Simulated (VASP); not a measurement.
Level of theory: PBE GGA with D3 dispersion (zero damping), VASP's PBE PAW potentials (set 64) (plane waves; VASP).

A VASP calculation is set up with these files.

INCAR:
```
ALGO = Normal
EDIFF = 1E-7
EDIFFG = -0.01
ENCUT = 520
GGA = PE
IBRION = 2
ISIF = 4
ISMEAR = 1
IVDW = 11
LASPH = .True.
LCHARG = .False.
LMAXMIX = 4
LREAL = .False.
LWAVE = .False.
NELM = 100
NSW = 30
PREC = Accurate
SIGMA = 0.1
SYSTEM = Ru
```

File POSCAR:
```
Ru
1
    1.3633152769    -2.3613314819     0.0000000000
    1.3633152769     2.3613314819     0.0000000000
    0.0000000000     0.0000000000     4.2986809805
Ru
2
Direct
  0.3333330000   0.6666670000   0.2500000000
  0.6666670000   0.3333330000   0.7500000000
```

**KPOINTS**
```
Automatic mesh
0
Gamma
15 15 9
0 0 0
```

POTCAR, in this order: Ru_pv (PBE.64 set). Program: vasp_std.

What VASP printed:

File OSZICAR:
```
       N       E                     dE             d eps       ncg     rms          rms(c)
DAV:   1     0.284188426675E+03    0.28419E+03   -0.18090E+04  4868   0.172E+03
DAV:   2    -0.133206129343E+02   -0.29751E+03   -0.29180E+03  5192   0.493E+02
DAV:   3    -0.197686945746E+02   -0.64481E+01   -0.62526E+01  5098   0.777E+01
DAV:   4    -0.198368836796E+02   -0.68189E-01   -0.68038E-01  5946   0.697E+00
DAV:   5    -0.198378389480E+02   -0.95527E-03   -0.95523E-03  5262   0.769E-01    0.170E+01
DAV:   6    -0.185601152237E+02    0.12777E+01   -0.35943E+00  4912   0.196E+01    0.428E+00
DAV:   7    -0.184796482662E+02    0.80467E-01   -0.24904E-01  4988   0.467E+00    0.106E+00
DAV:   8    -0.184713315918E+02    0.83167E-02   -0.65644E-03  5050   0.951E-01    0.128E-01
DAV:   9    -0.184713926153E+02   -0.61023E-04   -0.48596E-04  6454   0.232E-01    0.479E-02
DAV:  10    -0.184714041964E+02   -0.11581E-04   -0.15327E-05  5206   0.410E-02    0.653E-03
DAV:  11    -0.184714062767E+02   -0.20803E-05   -0.84613E-07  5616   0.871E-03    0.356E-03
DAV:  12    -0.184714057399E+02    0.53678E-06   -0.41919E-08  2662   0.228E-03    0.574E-04
DAV:  13    -0.184714057776E+02   -0.37737E-07   -0.51195E-09  2490   0.652E-04
   1 F= -.19556523E+02 E0= -.19556008E+02  d E =-.195565E+02
       N       E                     dE             d eps       ncg     rms          rms(c)
DAV:   1    -0.184750937386E+02   -0.36880E-02   -0.13319E-01  4906   0.318E+00    0.359E-01
DAV:   2    -0.184722113122E+02    0.28824E-02   -0.40886E-03  4902   0.604E-01    0.147E-01
DAV:   3    -0.184716399343E+02    0.57138E-03   -0.19210E-03  5860   0.305E-01    0.324E-02
DAV:   4    -0.184716417139E+02   -0.17796E-05   -0.57034E-05  5862   0.883E-02    0.199E-02
DAV:   5    -0.184716420132E+02   -0.29933E-06   -0.54383E-06  6506   0.179E-02    0.796E-03
DAV:   6    -0.184716418877E+02    0.12550E-06   -0.68658E-07  4656   0.984E-03    0.914E-04
DAV:   7    -0.184716418889E+02   -0.11692E-08   -0.39619E-08  2508   0.198E-03
   2 F= -.19556603E+02 E0= -.19556153E+02  d E =-.801722E-04
       N       E                     dE             d eps       ncg     rms          rms(c)
DAV:   1    -0.184721527745E+02   -0.51089E-03   -0.19921E-02  4904   0.123E+00    0.139E-01
DAV:   2    -0.184717215549E+02    0.43122E-03   -0.60882E-04  4902   0.236E-01    0.569E-02
DAV:   3    -0.184716365022E+02    0.85053E-04   -0.28960E-04  5854   0.119E-01    0.126E-02
DAV:   4    -0.184716367976E+02   -0.29535E-06   -0.87728E-06  5854   0.346E-02    0.770E-03
DAV:   5    -0.184716369859E+02   -0.18833E-06   -0.85832E-07  5896   0.681E-03    0.327E-03
DAV:   6    -0.184716369726E+02    0.13312E-07   -0.12775E-07  2680   0.429E-03
   3 F= -.19556657E+02 E0= -.19556177E+02  d E =-.134104E-03
```

**OUTCAR**
```
------------------------ aborting loop because EDIFF is reached ----------------------------------------
 Edisp (eV)   -1.08502
  FORCE on cell =-STRESS in cart. coord.  units (eV):
  Direction    XX          YY          ZZ          XY          YZ          ZX
  --------------------------------------------------------------------------------------
  Total      -1.61740    -1.61740    -1.61472     0.00000     0.00000     0.00000
  in kB     -93.62884   -93.62885   -93.47381     0.00000     0.00000     0.00000
  external pressure =      -93.58 kB  Pullay stress =        0.00 kB
  volume of cell :       27.68
      direct lattice vectors                 reciprocal lattice vectors
     1.362208864 -2.359415111 -0.000000000     0.367050908 -0.211916927  0.000000000
     1.362208864  2.359415111 -0.000000000     0.367050908  0.211916927 -0.000000000
     0.000000000  0.000000000  4.305666777     0.000000000  0.000000000  0.232252065
 POSITION                                       TOTAL-FORCE (eV/Angst)
 -----------------------------------------------------------------------------------
      1.36221      0.78647      1.07642         0.000000      0.000000      0.000000
      1.36221     -0.78647      3.22925         0.000000     -0.000000      0.000000
 -----------------------------------------------------------------------------------
    total drift:                               -0.000000      0.000517     -0.000045
  FREE ENERGIE OF THE ION-ELECTRON SYSTEM (eV)
  ---------------------------------------------------
  free  energy   TOTEN  =       -19.5566574123 eV

  energy  without entropy=      -19.5552152818  energy(sigma->0) =      -19.55617670

 reached required accuracy - stopping structural energy minimisation
```
(Selected blocks of OUTCAR.)

File CONTCAR:
```
Ru
   1.00000000000000
     1.3622088640982037   -2.3594151109297612   -0.0000000000000000
     1.3622088640982037    2.3594151109297612   -0.0000000000000000
     0.0000000000000000    0.0000000000000000    4.3056667766076249
  Ru
     2
Direct
     0.3333330000000032    0.6666669999999968    0.2500000000000000
     0.6666669999999968    0.3333330000000032    0.7500000000000000
```

File OUTCAR:
```
 val. band max:       12.4722789486   @ k =   0.2667   0.2000   0.2222

 cond. band min:      12.4994841157   @ k =   0.4667   0.0667   0.3333


 Fermi energy:        12.4728657294

 k-point     1 :       0.0000    0.0000    0.0000
  band No.  band energies     occupation
      1     -31.0842      2.00000
      2     -30.2137      2.00000
      3     -30.2137      2.00000
      4     -30.0524      2.00000
      5     -30.0524      2.00000
      6     -30.0079      2.00000
      7       4.6181      2.00000
      8       6.4433      2.00000
      9       9.9698      2.00000
     10       9.9698      2.00000
     11      10.1555      2.00000
     12      10.6323      2.00000
     13      10.6323      2.00000
     14      11.1333      2.00000
     15      11.1334      2.00000
     16      13.6409     -0.00000
     17      13.6409     -0.00000
     18      13.7842     -0.00000

 k-point     2 :       0.0667   -0.0000    0.0000
  band No.  band energies     occupation
      1     -31.0699      2.00000
      2     -30.2438      2.00000
      3     -30.2240      2.00000
      4     -30.0839      2.00000
      5     -30.0565      2.00000
      6     -30.0145      2.00000
      7       4.7798      2.00000
      8       6.5663      2.00000
      9       9.6724      2.00000
     10      10.0997      2.00000
     11      10.4129      2.00000
     12      10.5656      2.00000
     13      10.7516      2.00000
     14      10.9744      2.00000
     15      11.0351      2.00000
     16      12.4360      1.57983
     17      13.7018     -0.00000
     18      15.2106      0.00000

 k-point     3 :       0.1333    0.0000    0.0000
  band No.  band energies     occupation
      1     -31.0284      2.00000
      2     -30.3288      2.00000
      3     -30.2522      2.00000
      4     -30.1716      2.00000
      5     -30.0687      2.00000
      6     -30.0346      2.00000
      7       5.2395      2.00000
      8       6.8870      2.00000
      9       9.2669      2.00000
...
```

The compound is Ru in the hcp structure. This cell is one point of a volume scan, at 1.03 of the reference volume. Symmetry was kept, so distortions that lower it aren't found.
